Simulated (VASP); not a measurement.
A run of VASP 6.6.1 is set up as follows.

The input INCAR:

```
SYSTEM = Ca2ZrN2
  PREC = Accurate
  ENCUT = 520
  EDIFF = 1E-6
  ISMEAR = 0
  SIGMA = 0.1
  LREAL = .FALSE.
  LASPH = .TRUE.
  NELM = 150
  ALGO = Normal
  ISIF = 2
  LWAVE = .FALSE.
  LCHARG = .FALSE.
  METAGGA = R2SCAN
  LMIXTAU = .TRUE.
  NBANDS = 29
  KPAR = 4
```

KPOINTS

```
Automatic mesh
0
G
  10 10 4
  0 0 0
```

Contents of POSCAR:

```
Ca2ZrN2                                 
1.0
    3.3660847376      0.0000000000      0.0000000000
   -1.6830423688      2.9151148924      0.0000000000
    0.0000000000      0.0000000000      8.8990297728
  Ca              Zr              N             
     2     1     2
Direct
     0.6666666699999979    0.3333333300000021    0.3035721104415998
     0.3333333300000021    0.6666666699999979    0.6964278895584002
     0.0000000000000000    0.0000000000000000    0.0000000000000000
     0.6666666699999979    0.3333333300000021    0.8594681789655638
     0.3333333300000021    0.6666666699999979    0.1405318210344362
```

Potentials or basis: VASP PAW PBE potentials, release 64 (Ca_sv, Zr_sv, N).

Launch:

```sh
$ cat potpaw_PBE.64/Ca_sv/POTCAR potpaw_PBE.64/Zr_sv/POTCAR potpaw_PBE.64/N/POTCAR > POTCAR
$ mpirun -np 4 vasp_std > vasp.out
```

Question: Estimate the largest force.

Answer: 0.149 eV/Å.

Question: What does it give for the band gap on the k mesh?

Answer: None (metal or under the smearing width).

Stress tensor (GPa, compression positive):
```
-0.64  0.00  0.00
 0.00 -0.64  0.00
 0.00  0.00 -0.39
```

Caveat: the PAW data sets were made with another functional, which shifts forces and pressure a little.
